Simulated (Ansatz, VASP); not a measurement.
**Cs2AgBiBr6: VASP beside Ansatz**

Aim: how closely do two programs agree when they are given the same cell, functional and k mesh? The cell is taken from a series of VASP runs on this material, whose earlier steps may have relaxed, scaled or displaced it; both programs get it as it stands.

Main program and level: Ansatz 0.2.0; plane waves, with VASP 6.6.1 beside it; band structure at PBE, band structure at r2SCAN and band structure at LDA, DFT+U.

## Step 1: The structure

The structure is cubic, space group Fm-3m (No. 225). The conventional cell has a = 11.232 Å, b = 11.232 Å, c = 11.232 Å, α = 90.00°, β = 90.00°, γ = 90.00°. Nearest to Bi lie 6 Br at 2.81 Å. Nearest to Cs lie 12 Br at 3.97 Å. Nearest to Ag lie 6 Br at 2.80 Å. Br has 1 Ag at 2.80 Å and 1 Bi at 2.81 Å and 4 Cs at 3.97 Å nearest. Farther neighbours and most contacts between anions are not listed.

## Step 2: Ansatz: band structure, PBE

Ansatz runs on its default PAW (the set named soft_2) files.

The same path points are solved in both programs, so levels can be compared one by one.

The input, input.yaml:

```yaml
crystal:
  lattice:
    - [0.0, 5.6161, 5.6161]
    - [5.6161, 0.0, 5.6161]
    - [5.6161, 5.6161, 0.0]
  atoms:
    - { symbol: Bi, position: [0.0, 0.0, 0.0] }
    - { symbol: Cs, position: [0.75, 0.75, 0.75] }
    - { symbol: Cs, position: [0.25, 0.25, 0.25] }
    - { symbol: Ag, position: [0.5, 0.5, 0.5] }
    - { symbol: Br, position: [0.74945, 0.74945, 0.25055] }
    - { symbol: Br, position: [0.25055, 0.25055, 0.74945] }
    - { symbol: Br, position: [0.74945, 0.25055, 0.25055] }
    - { symbol: Br, position: [0.74945, 0.25055, 0.74945] }
    - { symbol: Br, position: [0.25055, 0.74945, 0.74945] }
    - { symbol: Br, position: [0.25055, 0.74945, 0.25055] }
hamiltonian:
  xc: pbe
  pseudopotentials: { kind: paw }
kpoints:
  mp_grid: { grid: [4, 4, 4] }
  band_path:
    path:
      - [0.0, 0.0, 0.0]
      - [0.14286, 0.0, 0.14286]
      - [0.35714, 0.0, 0.35714]
      - [0.5, 0.0, 0.5]
      - [0.5, 0.07143, 0.57143]
      - [0.5, 0.17857, 0.67857]
      - [0.5, 0.25, 0.75]
      - [0.44643, 0.30357, 0.75]
      - [0.41071, 0.33929, 0.75]
      - [0.375, 0.375, 0.75]
      - [0.21429, 0.21429, 0.42857]
      - [0.10714, 0.10714, 0.21429]
      - [0.0, 0.0, 0.0]
      - [0.21429, 0.21429, 0.21429]
      - [0.42857, 0.42857, 0.42857]
      - [0.5, 0.5, 0.5]
      - [0.55357, 0.39286, 0.55357]
      - [0.60714, 0.28571, 0.60714]
      - [0.60714, 0.25, 0.64286]
      - [0.57143, 0.25, 0.67857]
      - [0.51786, 0.25, 0.73214]
      - [0.5, 0.28571, 0.71429]
      - [0.5, 0.35714, 0.64286]
      - [0.5, 0.46429, 0.53571]
      - [0.48214, 0.48214, 0.53571]
      - [0.42857, 0.42857, 0.64286]
      - [0.39286, 0.39286, 0.71429]
      - [0.60714, 0.21429, 0.60714]
      - [0.55357, 0.10714, 0.55357]
      - [0.5, 0.0, 0.5]
    npoints: 1
scf:
  occupations: { method: gaussian, width: 0.03 }
  n_extra_bands: 11
output:
  forces: true
  stress: true
  eigenvalues: true
```

Started as:

```
$ ansatz run input.yaml --threads 4 --pin off --max-ram 9216MiB --backend cpu --events-out ev --progress --plain --runs-dir out
```

Numbers of over 12 decimals in the logs are rounded to 6 here.

Log:

```text
scf.n_extra_bands = 11 over 47 filled bands (N_el = 94.0): the run solves 58 bands
Engine: ansatz 0.2.0, aarch64-unknown-linux-gnu
Pseudopotentials: kind: paw
Pseudopotential: Bi, paw, valence charge 15, recommended cutoff 420 eV (normal), Bi.paw.azcp
Pseudopotential: Cs, paw, valence charge 9, recommended cutoff 420 eV (normal), Cs.paw.azcp
Pseudopotential: Ag, paw, valence charge 19, recommended cutoff 420 eV (normal), Ag.paw.azcp
Pseudopotential: Br, paw, valence charge 7, recommended cutoff 420 eV (normal), Br.paw.azcp
Functional definition: PBE
  parameter kappa = 0.804
  parameter beta = 0.066725
  exchange = pbe_x(kappa = kappa, mu = beta*pi^2/3)
  correlation = pbe_c(beta = beta)
Crystal: 10 atoms, lattice volume = 354.270 Å³
Basis set: ecut = 420 eV, 6879 PW (Γ), exchange–correlation on 108×108×108 points (8 copies of the dense FFT grid, shifted against one another)
Bands: 58, of which v1, the nominal top of the filled ones, is band 47 counted from 1 (46 counted from 0)
Symmetry: 48 space group operations
Space group: Fm-3m (ITA 225), of the structure as read, at distance tolerance 7.1e-5 Å
k-points: 8 of 64
Non-local potential: Bi, projectors of the file, l = 0: 2, l = 1: 2, l = 2: 2, l = 3: 2
Non-local potential: Cs, projectors of the file, l = 0: 3, l = 1: 2, l = 2: 2, l = 3: 2
Non-local potential: Ag, projectors of the file, l = 0: 3, l = 1: 2, l = 2: 2, l = 3: 1
Non-local potential: Br, projectors of the file, l = 0: 2, l = 1: 2, l = 2: 2
PAW form: soft (Blöchl's): semilocal exchange-correlation on the pseudo side does not see the compensation charge
PAW one-centre angular grid: Bi, 590 points (default); XC on 64 Gauss nodes
PAW one-centre angular grid: Cs, 194 points (default); XC on 64 Gauss nodes
PAW one-centre angular grid: Ag, 590 points (default); XC on 64 Gauss nodes
PAW one-centre angular grid: Br, 110 points (default); XC on 64 Gauss nodes
Initial density: superposition of atomic densities (neutral atoms: chi_scale 0, normalization atom), corrected by the library's trained network
Initial wavefunctions: pseudopotential atomic-orbital guess
Functional: x = pbe(κ = 0.804, μ = 0.219515), c = pbe(β = 0.066725)
SCF iter   1: F=—  HF=-48039.028615 eV  |F-HF|=—  |Δ(HF+E_count)|=         —  Δρ=7.54e-4  dr2=1.52e-3  ethr=1.77e-3  ⟨swp⟩=9.5  Hψ=2197  notcnv=0  defer=10
preconditioner: auto → Resta (q_TF=auto, 2.187 Å⁻¹)  ε∞=3.6  [insulator: Δε(μ)=1.246 eV  Ē_g=10.345 eV  σ=0.030 eV  W_gap=1.00  n_scr=58 (ndim 8)  ℏωp=16.7 eV  f_vac=0.040  D(μ)=0.00/eV (n_scr^D=0)  ε∞_Penn≈3.6]
SCF iter   2: F=—  HF=-48039.034979 eV  |F-HF|=—  |Δ(HF+E_count)|=   6.36e-3  Δρ=3.79e-4  dr2=6.92e-4  ethr=1.61e-6  ⟨swp⟩=3.0  Hψ=1255  notcnv=0  defer=32
SCF iter   3: F=—  HF=-48039.035064 eV  |F-HF|=—  |Δ(HF+E_count)|=   8.51e-5  Δρ=1.18e-4  dr2=6.16e-5  ethr=7.36e-7  ⟨swp⟩=2.0  Hψ=662  notcnv=0  defer=32
SCF iter   4: F=—  HF=-48039.035017 eV  |F-HF|=—  |Δ(HF+E_count)|=   4.75e-5  Δρ=5.89e-5  dr2=1.45e-5  ethr=6.55e-8  ⟨swp⟩=2.0  Hψ=605  notcnv=0  defer=32
SCF iter   5: F=—  HF=-48039.035025 eV  |F-HF|=—  |Δ(HF+E_count)|=   8.24e-6  Δρ=2.85e-5  dr2=3.55e-6  ethr=1.54e-8  ⟨swp⟩=2.0  Hψ=789  notcnv=0  defer=32
SCF iter   6: F=—  HF=-48039.035027 eV  |F-HF|=—  |Δ(HF+E_count)|=   1.42e-6  Δρ=6.65e-6  dr2=2.80e-7  ethr=3.78e-9  ⟨swp⟩=2.0  Hψ=626  notcnv=0  defer=32
SCF iter   7: F=-48039.035027 eV  HF=-48039.035027 eV  |F-HF|=2.80e-8  |Δ(HF+E_count)|=   2.87e-7  Δρ=1.64e-6  dr2=1.82e-8  ethr=1.06e-10  ⟨swp⟩=16.1  Hψ=2841  notcnv=0
SCF 1 converged in 7 iterations: F = -48039.035027 eV  dr2 = 1.82e-8
  greatest PAW one-centre occupation: 1.000 electrons in one spin orbital (limit 2), on the Ag atom at site 3 (counted from 0), in its partial waves of l = 0
NSCF: frozen V_eff on 30 k-points
SCF converged after 7 iterations
Free energy (F): -48039.035027 eV
Harris-Foulkes:  -48039.035027 eV  (|F-HF|=2.80e-8)
Internal energy: -48039.035027 eV  (E = F + TS)
E sigma→0 (E₀):  -48039.035027 eV
Fermi energy:    5.082592 eV
--- Per-component energies (eV) ---
  E_band       = -798.368280
  E_kinetic    = 1916.265445
  E_local      = -8312.160945  (includes V_loc(G=0)·N_el)
  E_nonlocal   = 1128.610414
  E_hartree    = 3268.067126
  E_xc         = -2272.959143
  E_vxc        = -1254.565317  (∫ρ·V_xc dr)
  E_paw        = -38180.889483  (= ΣΔE_a)
  E_vpaw       = -812.646892  (= ΣTr[D̂ρ^β])
  E_aug_tail   = -0.000082  (compensation charges beyond the density's cutoff)
  E_ewald      = -5585.968359
  E_smearing   = -0.000000  (= −TS)
  E_closure    = 0.000000  (closes the sum)
  Σ components = -48039.035027   (vs F -48039.035027, Δ=0.00e0)
--- Forces (eV/Å), atoms counted from 1 ---
  atom   1  Bi    -0.00000000    -0.00000000    -0.00000000
  atom   2  Cs    -0.00000000     0.00000000     0.00000000
  atom   3  Cs     0.00000000     0.00000000    -0.00000000
  atom   4  Ag     0.00000000    -0.00000000    -0.00000000
  atom   5  Br    -0.00000000     0.00000000    -0.29036651
  atom   6  Br     0.00000000    -0.00000000     0.29036651
  atom   7  Br     0.29036651    -0.00000000     0.00000000
  atom   8  Br    -0.00000000    -0.29036651     0.00000000
  atom   9  Br    -0.29036651     0.00000000    -0.00000000
  atom  10  Br     0.00000000     0.29036651     0.00000000
  max |Σ_I F_I| component: 1.11e-16 eV/Å
--- Stress (GPa, compression-positive) ---
        1.865028       0.000000       0.000000
       -0.000000       1.865028       0.000000
       -0.000000       0.000000       1.865028
  P = ⅓ Tr σ = 1.8650 GPa (18.650 kbar)
--- Band table (eV; the first three rows and the last of 8) ---
  k-point 0: bands = [... 43 lower, 3.2020, 3.2020, 3.7514, 3.7514, 6.7616, 6.7616, 6.7616, 8.0544, ... 7 higher]
  k-point 1: bands = [... 43 lower, 2.9206, 3.1017, 3.3644, 3.3644, 6.2342, 7.4551, 7.4551, 8.6164, ... 7 higher]
  k-point 2: bands = [... 43 lower, 2.9037, 3.0616, 3.1647, 3.1647, 5.7145, 8.1642, 8.1642, 9.3675, ... 7 higher]
  k-point 7: bands = [... 43 lower, 2.9531, 2.9531, 3.1543, 4.3489, 7.0822, 7.4748, 7.4748, 9.7354, ... 7 higher]
```

The job ended after 9.2 s (4 threads of Arm Neoverse V1, shared host; peak memory 0.93 GiB).

The column dr2 measures how far the density is from self-consistency, as an energy; F and HF (Harris–Foulkes) agree once it is small.

## Step 3: VASP: band structure, PBE

The same cell, functional, mesh and smearing now go to VASP, with its own data sets and cutoff.

Lines of VASP's logs that name or quote its potential files are left out, and so is its time.

The input, INCAR:

```
SYSTEM = Cs2AgBiBr6
PREC = Accurate
ENCUT = 350
EDIFF = 1E-06
NELM = 100
ISMEAR = 0
SIGMA = 0.03
LREAL = .FALSE.
ALGO = Normal
GGA = PE
NBANDS = 67
LORBIT = 11
LWAVE = .FALSE.
LCHARG = .FALSE.
KPAR = 8
LASPH = .TRUE.
```

The input, POSCAR:

```
Cs2AgBiBr6
1.0
    0.0000000000      5.6161000000      5.6161000000
    5.6161000000      0.0000000000      5.6161000000
    5.6161000000      5.6161000000      0.0000000000
Bi Cs Ag Br
1 2 1 6
Direct
    0.0000000000      0.0000000000      0.0000000000
    0.7500000000      0.7500000000      0.7500000000
    0.2500000000      0.2500000000      0.2500000000
    0.5000000000      0.5000000000      0.5000000000
    0.7494500000      0.7494500000      0.2505500000
    0.2505500000      0.2505500000      0.7494500000
    0.7494500000      0.2505500000      0.2505500000
    0.7494500000      0.2505500000      0.7494500000
    0.2505500000      0.7494500000      0.7494500000
    0.2505500000      0.7494500000      0.2505500000
```

The input, KPOINTS:

```
Automatic mesh
0
Gamma
4 4 4
0 0 0
```

The input, KPOINTS_OPT:

```
Line mode
8
Line-mode
Reciprocal
  0.00000000   0.00000000   0.00000000 GAMMA
  0.50000000   0.00000000   0.50000000 X

  0.50000000   0.00000000   0.50000000 X
  0.50000000   0.25000000   0.75000000 W

  0.50000000   0.25000000   0.75000000 W
  0.37500000   0.37500000   0.75000000 K

  0.37500000   0.37500000   0.75000000 K
  0.00000000   0.00000000   0.00000000 GAMMA

  0.00000000   0.00000000   0.00000000 GAMMA
  0.50000000   0.50000000   0.50000000 L

  0.50000000   0.50000000   0.50000000 L
  0.62500000   0.25000000   0.62500000 U

  0.62500000   0.25000000   0.62500000 U
  0.50000000   0.25000000   0.75000000 W

  0.50000000   0.25000000   0.75000000 W
  0.50000000   0.50000000   0.50000000 L

  0.50000000   0.50000000   0.50000000 L
  0.37500000   0.37500000   0.75000000 K

  0.62500000   0.25000000   0.62500000 U
  0.50000000   0.00000000   0.50000000 X
```

Potentials, in the order of the species: Bi_d, Cs_sv, Ag and Br (PBE family, release 64).

Started as:

```
$ mpirun -np 8 vasp_std
```

Log:

```text
[banner, memory and clock lines left out]
running    8 mpi-ranks, on    1 nodes
 distrk:  each k-point on    1 cores,    8 groups
 distr:  one band on    1 cores,    1 groups

 POSCAR found type information on POSCAR BiCsAgBr
 POSCAR found :  4 types and      10 ions
|                                                                             |
|           W    W    AA    RRRRR   N    N  II  N    N   GGGG   !!!           |
|           W    W   A  A   R    R  NN   N  II  NN   N  G    G  !!!           |
|           W    W  A    A  R    R  N N  N  II  N N  N  G       !!!           |
|           W WW W  AAAAAA  RRRRR   N  N N  II  N  N N  G  GGG   !            |
|           WW  WW  A    A  R   R   N   NN  II  N   NN  G    G                |
|           W    W  A    A  R    R  N    N  II  N    N   GGGG   !!!           |
|                                                                             |
|     For optimal performance we recommend to set                             |
|       NCORE = 2 up to number-of-cores-per-socket                            |
|     NCORE specifies how many cores store one orbital (NPAR=cpu/NCORE).      |
|     This setting can greatly improve the performance of VASP for DFT.       |
|     The default, NCORE=1 might be grossly inefficient on modern             |
|     multi-core architectures or massively parallel machines. Do your        |
|     Unfortunately you need to use the default for GW and RPA                |
|     calculations (for HF NCORE is supported but not extensively tested      |
|     yet).                                                                   |
|                                                                             |

 LDA part: xc-table for (Slater+PW92), standard interpolation
 POSCAR, INCAR and KPOINTS ok, starting setup
 FFT: planning ... GRIDC
 FFT: planning ... GRID_SOFT
 FFT: planning ... GRID
 WAVECAR not read
 entering main loop
       N       E                     dE             d eps       ncg     rms          rms(c)
DAV:   1     0.565710191049E+03    0.56571E+03   -0.29079E+04  1112   0.831E+02
DAV:   2     0.270357280622E+02   -0.53867E+03   -0.51539E+03  1303   0.221E+02
DAV:   3    -0.292971134061E+02   -0.56333E+02   -0.55863E+02  1320   0.840E+01
DAV:   4    -0.307104182120E+02   -0.14133E+01   -0.14104E+01  1301   0.163E+01
DAV:   5    -0.307495983577E+02   -0.39180E-01   -0.39172E-01  1560   0.243E+00    0.818E+00
DAV:   6    -0.295326037949E+02    0.12170E+01   -0.16409E+00  1437   0.717E+00    0.545E+00
DAV:   7    -0.294640464910E+02    0.68557E-01   -0.10715E+00  1344   0.323E+00    0.240E+00
DAV:   8    -0.294690627269E+02   -0.50162E-02   -0.83980E-02  1256   0.124E+00    0.656E-01
DAV:   9    -0.294714565139E+02   -0.23938E-02   -0.75127E-03  1264   0.408E-01    0.139E-01
DAV:  10    -0.294722226583E+02   -0.76614E-03   -0.12678E-03  1264   0.119E-01    0.859E-02
DAV:  11    -0.294724946863E+02   -0.27203E-03   -0.28089E-04  1224   0.588E-02    0.177E-02
DAV:  12    -0.294725109466E+02   -0.16260E-04   -0.22742E-05  1312   0.188E-02    0.115E-02
DAV:  13    -0.294725141868E+02   -0.32402E-05   -0.13055E-05  1232   0.986E-03    0.628E-03
DAV:  14    -0.294725138616E+02    0.32525E-06   -0.20709E-06  1040   0.516E-03
   1 F= -.29472514E+02 E0= -.29472514E+02  d E =-.486090E-24
 Start KPOINTS_OPT (optional k-point list driver)
k-point batch [1-8\80]
       N       E                     dE             ncg
DAV:   1     0.367899013020E+02   -0.54516E+04     1096
DAV:   2    -0.424655538506E+04   -0.42833E+04     1301
DAV:   3    -0.468801346846E+04   -0.44146E+03     1280
DAV:   4    -0.469893767036E+04   -0.10924E+02     1280
DAV:   5    -0.469923763122E+04   -0.29996E+00     1525
DAV:   6    -0.469924396231E+04   -0.63311E-02     1304
DAV:   7    -0.469924442773E+04   -0.46542E-03     1648
DAV:   8    -0.469924442936E+04   -0.16271E-05     1112
DAV:   9    -0.469924442940E+04   -0.45969E-07      856
[...]
k-point batch [73-80\80]
       N       E                     dE             ncg
DAV:   1     0.827998300765E+02   -0.10453E+05     1104
DAV:   2    -0.424692166166E+04   -0.43297E+04     1265
DAV:   3    -0.470084230331E+04   -0.45392E+03     1336
DAV:   4    -0.471229732581E+04   -0.11455E+02     1336
DAV:   5    -0.471258243314E+04   -0.28511E+00     1488
DAV:   6    -0.471258899126E+04   -0.65581E-02     1416
DAV:   7    -0.471258940447E+04   -0.41321E-03     1608
DAV:   8    -0.471258940663E+04   -0.21591E-05     1200
DAV:   9    -0.471258940674E+04   -0.10559E-06      960
```

From OUTCAR (step 3):

```text
ion  position               nearest neighbor table
   1  0.000  0.000  0.000-   5 2.81   6 2.81   7 2.81   8 2.81   9 2.81  10 2.81
   2  0.750  0.750  0.750-
   3  0.250  0.250  0.250-
   4  0.500  0.500  0.500-   5 2.80   6 2.80   7 2.80   8 2.80   9 2.80  10 2.80
   5  0.749  0.749  0.251-   4 2.80   1 2.81
   6  0.251  0.251  0.749-   4 2.80   1 2.81
   7  0.749  0.251  0.251-   4 2.80   1 2.81
   8  0.749  0.251  0.749-   4 2.80   1 2.81
   9  0.251  0.749  0.749-   4 2.80   1 2.81
  10  0.251  0.749  0.251-   4 2.80   1 2.81

  LATTYP: Found a face centered cubic cell.
 ALAT       =    11.2322000000

 Subroutine GETGRP returns: Found 48 space group operations
 (whereof 48 operations were pure point group operations)

The static configuration has the point symmetry O_h .

 Found      8 irreducible k-points:

   k-points           NKPTS =      8   k-points in BZ     NKDIM =      8   number of bands    NBANDS=     67

   dimension x,y,z NGX =    48 NGY =   48 NGZ =   48
   dimension x,y,z NGXF=    96 NGYF=   96 NGZF=   96

   ENCUT  =  350.0 eV  25.72 Ry    5.07 a.u.  12.12 12.12 12.12*2*pi/ulx,y,z

   NELECT =      86.0000    total number of electrons

 k-points in reciprocal lattice and weights: Automatic mesh
   0.00000000  0.00000000  0.00000000       0.016
   0.25000000  0.00000000  0.00000000       0.125
   0.50000000  0.00000000  0.00000000       0.062
   0.25000000  0.25000000  0.00000000       0.094
   0.50000000  0.25000000  0.00000000       0.375
  -0.25000000  0.25000000  0.00000000       0.188
   0.50000000  0.50000000  0.00000000       0.047
  -0.25000000  0.50000000  0.25000000       0.094

 average (electrostatic) potential at core
       1-109.7980       2 -49.1092       3 -49.1092       4 -76.1322       5 -63.5749
       6 -63.5749       7 -63.5749       8 -63.5749       9 -63.5749      10 -63.5749

 E-fermi :   1.6524

 k-point     1 :       0.0000    0.0000    0.0000
  band No.  band energies     occupation
    ...
     39       0.1994      2.00000
     40       0.1994      2.00000
     41       0.1994      2.00000
     42       0.7469      2.00000
     43       0.7469      2.00000
     44       3.7555      0.00000
     45       3.7555      0.00000
     46       3.7555      0.00000
     47       5.0463      0.00000
     48       5.9348      0.00000
    ...

 k-point     2 :       0.2500    0.0000    0.0000
  band No.  band energies     occupation
    ...
     39      -0.0835      2.00000
     40      -0.0835      2.00000
     41       0.0992      2.00000
     42       0.3599      2.00000
     43       0.3599      2.00000
     44       3.2278      0.00000
     45       4.4491      0.00000
     46       4.4491      0.00000
     47       5.6085      0.00000
     48       6.2862      0.00000
    ...

 k-point     3 :       0.5000    0.0000    0.0000
  band No.  band energies     occupation
    ...
     39      -0.1003      2.00000
     40      -0.1003      2.00000
     41       0.0537      2.00000
     42       0.1601      2.00000
     43       0.1601      2.00000
     44       2.7080      0.00000
     45       5.1581      0.00000
     46       5.1581      0.00000
     47       6.3600      0.00000
     48       6.5106      0.00000
    ...

  Total        3.8226720      3.8226720      3.8226720      0.0000000      0.0000000     -0.0000000
  in kB       17.2879350     17.2879350     17.2879350      0.0000000      0.0000000     -0.0000000
  external PRESSURE =      17.2879350 kB  Pullay stress =       0.0000000 kB

  energy-cutoff  :      350.00
  volume of cell :      354.27
      direct lattice vectors                 reciprocal lattice vectors
     0.000000000  5.616100000  5.616100000    -0.089029754  0.089029754  0.089029754
     5.616100000  0.000000000  5.616100000     0.089029754 -0.089029754  0.089029754
     5.616100000  5.616100000  0.000000000     0.089029754  0.089029754 -0.089029754

 POSITION                                       TOTAL-FORCE (eV/Angst)
 -----------------------------------------------------------------------------------
      0.00000      0.00000      0.00000         0.000000      0.000000     -0.000000
      8.42415      8.42415      8.42415         0.000000      0.000000     -0.000000
      2.80805      2.80805      2.80805         0.000000      0.000000     -0.000000
      5.61610      5.61610      5.61610         0.000000      0.000000     -0.000000
      5.61610      5.61610      8.41797         0.000000      0.000000     -0.294830
      5.61610      5.61610      2.81423         0.000000      0.000000      0.294830
      2.81423      5.61610      5.61610         0.294830      0.000000     -0.000000
      5.61610      8.41797      5.61610         0.000000     -0.294830     -0.000000
      8.41797      5.61610      5.61610        -0.294830      0.000000     -0.000000
      5.61610      2.81423      5.61610         0.000000      0.294830     -0.000000
 -----------------------------------------------------------------------------------
    total drift:                               -0.000000      0.000000     -0.000000

  FREE ENERGIE OF THE ION-ELECTRON SYSTEM (eV)
  ---------------------------------------------------
  free  energy   TOTEN  =       -29.4725138616 eV

  energy  without entropy=      -29.4725138616  energy(sigma->0) =      -29.47251386

 total charge
# of ion       s       p       d       tot
------------------------------------------
    1        1.654   0.956   9.987  12.597
    2        1.842   4.714   0.017   6.573
    3        1.842   4.714   0.017   6.573
    4        0.240   0.174   9.319   9.733
    5        1.612   3.247   0.013   4.872
    6        1.612   3.247   0.013   4.872
    7        1.612   3.247   0.013   4.872
    8        1.612   3.247   0.013   4.872
    9        1.612   3.247   0.013   4.872
   10        1.612   3.247   0.013   4.872
--------------------------------------------------
tot         15.252  30.039  19.418  64.709

[... 3 further parts left out ...]
```

The run ends at a pressure of 1.73 GPa, with forces up to 0.29 eV/Å.

(Part 1 of 3 ends here.)

[Lines on the potential files, build, host, timing and source positions are cut from VASP's logs without a mark.]

[Logs are printed without paths, hosts, clocks, repeated set-up lines and the standing remarks that a program may print on its own settings, such as how far it seeks lower states.]

[Hosts, paths, dates, database ids (printed as entryN), source tags and the programs' standing remarks are cut or masked in the printed files.]
